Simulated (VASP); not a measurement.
Output of a VASP run:

OUTCAR:
```
 ion  position               nearest neighbor table
   1  0.500  0.500  0.500-   2 3.23   2 3.23   2 3.23   2 3.23   2 3.23   2 3.23
   2  0.000  0.000  0.000-   1 3.23   1 3.23   1 3.23   1 3.23   1 3.23   1 3.23
  LATTYP: Found a face centered cubic cell.
 ALAT       =     6.4600000000
 Subroutine PRICEL returns:
 Original cell was already a primitive cell.
 Subroutine GETGRP returns: Found 48 space group operations
The static configuration has the point symmetry O_h .
The dynamic configuration has the point symmetry O_h .
 Subroutine INISYM returns: Found 48 space group operations
 Subroutine IBZKPT returns following result:
 Found     29 irreducible k-points:

 Following reciprocal coordinates:
            Coordinates               Weight
  0.000000  0.000000  0.000000      1.000000
  0.125000  0.000000  0.000000      8.000000
  0.250000  0.000000  0.000000      8.000000
  0.375000  0.000000  0.000000      8.000000
  0.500000  0.000000  0.000000      4.000000
  0.125000  0.125000  0.000000      6.000000
  0.250000  0.125000  0.000000     24.000000
  0.375000  0.125000  0.000000     24.000000
  0.500000  0.125000  0.000000     24.000000
 -0.375000  0.125000  0.000000     24.000000
 -0.250000  0.125000  0.000000     24.000000
 -0.125000  0.125000  0.000000     12.000000
  0.250000  0.250000  0.000000      6.000000
  0.375000  0.250000  0.000000     24.000000
  0.500000  0.250000  0.000000     24.000000
 -0.375000  0.250000  0.000000     24.000000
 -0.250000  0.250000  0.000000     12.000000
  0.375000  0.375000  0.000000      6.000000
  0.500000  0.375000  0.000000     24.000000
 -0.375000  0.375000  0.000000     12.000000
  0.500000  0.500000  0.000000      3.000000
  0.375000  0.250000  0.125000     24.000000
  0.500000  0.250000  0.125000     48.000000
 -0.375000  0.250000  0.125000     24.000000
  0.500000  0.375000  0.125000     24.000000
 -0.375000  0.375000  0.125000     48.000000
 -0.250000  0.375000  0.125000     24.000000
 -0.375000  0.500000  0.125000     12.000000
 -0.250000  0.500000  0.250000      6.000000
   k-points           NKPTS =     29   k-points in BZ     NKDIM =     29   number of bands    NBANDS=     14
   number of dos      NEDOS =    601   number of ions     NIONS =      2
   total plane-waves  NPLWV =  46656
   dimension x,y,z NGX =    36 NGY =   36 NGZ =   36
   dimension x,y,z NGXF=    72 NGYF=   72 NGZF=   72
   ions per type =               1   1
   PREC   = accura    normal or accurate (medium, high low for compatibility)
   ISTART =      0    job   : 0-new  1-cont  2-samecut
   ICHARG =      2    charge: 1-file 2-atom 10-const
   ISPIN  =      1    spin polarized calculation?
   LNONCOLLINEAR =      F non collinear calculations
   LSORBIT =      F    spin-orbit coupling
   INIWAV =      1    electr: 0-lowe 1-rand  2-diag
   ENCUT  =  520.0 eV  38.22 Ry    6.18 a.u.   8.49  8.49  8.49*2*pi/ulx,y,z
   NELM   =    100;   NELMIN=  2; NELMDL= -5     # of ELM steps
   EDIFF  = 0.1E-06   stopping-criterion for ELM
   LREAL  =      F    real-space projection
   NLSPLINE    = F    spline interpolate recip. space projectors
   LMAXMIX     =    4 max onsite mixed and CHGCAR
   VOSKOWN=      0    Vosko Wilk Nusair interpolation
   EDIFFG = 0.1E-05   stopping-criterion for IOM
   NSW    =      0    number of steps for IOM
   NBLOCK =      1;   KBLOCK =      1    inner block; outer block
   IBRION =     -1    ionic relax: 0-MD 1-quasi-New 2-CG
   NFREE  =      0    steps in history (QN), initial steepest desc. (CG)
   ISIF   =      2    stress and relaxation
   ISYM   =      2    0-nonsym 1-usesym 2-fastsym
   TEIN   =    0.0    initial temperature
   TEBEG  =    0.0;   TEEND  =   0.0 temperature during run
   SMASS  =  -3.00    Nose mass-parameter (am)
   PSTRESS=    0.0 pullay stress
   NELECT =      20.0000    total number of electrons
   EFERMI =   0.00;   METHOD = LEGACY
   ISMEAR =    -5;   SIGMA  =   0.20  broadening in eV -4-tet -1-fermi 0-gaus
   IALGO  =     38    algorithm
...
```

**OSZICAR**
```
       N       E                     dE             d eps       ncg     rms          rms(c)
DAV:   1     0.154643256877E+03    0.15464E+03   -0.93304E+03   812   0.138E+03
DAV:   2     0.841287342313E+01   -0.14623E+03   -0.14384E+03   830   0.334E+02
DAV:   3    -0.250307547994E+01   -0.10916E+02   -0.10881E+02  1076   0.984E+01
DAV:   4    -0.277233322333E+01   -0.26926E+00   -0.26915E+00   926   0.186E+01
DAV:   5    -0.278202324691E+01   -0.96900E-02   -0.96899E-02  1114   0.327E+00    0.330E+00
DAV:   6    -0.266586114351E+01    0.11616E+00   -0.28556E-01  1106   0.440E+00    0.204E+00
DAV:   7    -0.266309175866E+01    0.27694E-02   -0.81162E-02   984   0.166E+00    0.881E-01
DAV:   8    -0.266472831601E+01   -0.16366E-02   -0.89896E-03   890   0.112E+00    0.135E-01
DAV:   9    -0.266471107561E+01    0.17240E-04   -0.10191E-03  1184   0.380E-01    0.473E-02
DAV:  10    -0.266474184255E+01   -0.30767E-04   -0.11757E-04   836   0.989E-02    0.219E-02
DAV:  11    -0.266474951607E+01   -0.76735E-05   -0.32854E-05   986   0.503E-02    0.134E-02
DAV:  12    -0.266474947194E+01    0.44136E-07   -0.19298E-06  1010   0.123E-02    0.932E-03
DAV:  13    -0.266474915767E+01    0.31427E-06   -0.30921E-07   920   0.425E-03    0.325E-03
DAV:  14    -0.266474917941E+01   -0.21743E-07   -0.42737E-07   758   0.692E-03
   1 F= -.26647492E+01 E0= -.26647492E+01  d E =0.000000E+00
```

OUTCAR:
```
------------------------ aborting loop because EDIFF is reached ----------------------------------------
  FORCE on cell =-STRESS in cart. coord.  units (eV):
  Direction    XX          YY          ZZ          XY          YZ          ZX
  --------------------------------------------------------------------------------------
  Total        0.0217882      0.0217882      0.0217882      0.0000000      0.0000000      0.0000000
  in kB        0.5179579      0.5179579      0.5179579      0.0000000      0.0000000      0.0000000
  external PRESSURE =       0.5179579 kB  Pullay stress =       0.0000000 kB
  volume of cell :       67.40
      direct lattice vectors                 reciprocal lattice vectors
     0.000000000  3.230000000  3.230000000    -0.154798762  0.154798762  0.154798762
     3.230000000  0.000000000  3.230000000     0.154798762 -0.154798762  0.154798762
     3.230000000  3.230000000  0.000000000     0.154798762  0.154798762 -0.154798762
  FREE ENERGIE OF THE ION-ELECTRON SYSTEM (eV)
  ---------------------------------------------------
  free  energy   TOTEN  =        -2.6647491794 eV

  energy  without entropy=       -2.6647491794  energy(sigma->0) =       -2.66474918

 total charge

# of ion       s       p       d       tot
------------------------------------------
    1        1.375   1.993   0.018   3.386
    2        1.451   0.584   9.831  11.866
--------------------------------------------------
tot          2.825   2.577   9.849  15.252
```
(Selected blocks of OUTCAR.)

File POSCAR:
```
PbTe
1
    0.0000000000     3.2300000000     3.2300000000
    3.2300000000     0.0000000000     3.2300000000
    3.2300000000     3.2300000000     0.0000000000
Te Pb
1 1
Direct
  0.5000000000   0.5000000000   0.5000000000
  0.0000000000   0.0000000000   0.0000000000
```

Write an INCAR and KPOINTS that could have produced this output.

This is not unique; one that fits is the input of the run itself, vdW-DF-cx, plane waves, VASP's PBE PAW potentials (set 64).

### INCAR
```
ISIF=2   # forces and stress, cell fixed
LORBIT=11   # lm-projected
LMAXMIX=4   # l cut-off of mixed one-centre charges
ALGO=Normal
NEDOS=601   # DOS grid
GGA=CX
LUSE_VDW=.TRUE.
SYSTEM=PbTe
EDIFF=1E-7
PREC=Accurate
LREAL=.FALSE.
NELM=100   # most electronic steps
ENCUT=520
AGGAC=0.0
ISMEAR=-5   # tetrahedra, Bloechl
LWAVE=.FALSE.
LASPH=.TRUE.   # aspherical one-centre terms
LCHARG=.TRUE.
```

File KPOINTS:
```
Automatic
0
Gamma
  8 8 8
```

POTCAR, in this order: Te Pb_d (PBE.64 set). Program: vasp_std.

The compound is PbTe in the rock salt structure. The cell was not relaxed at this level.
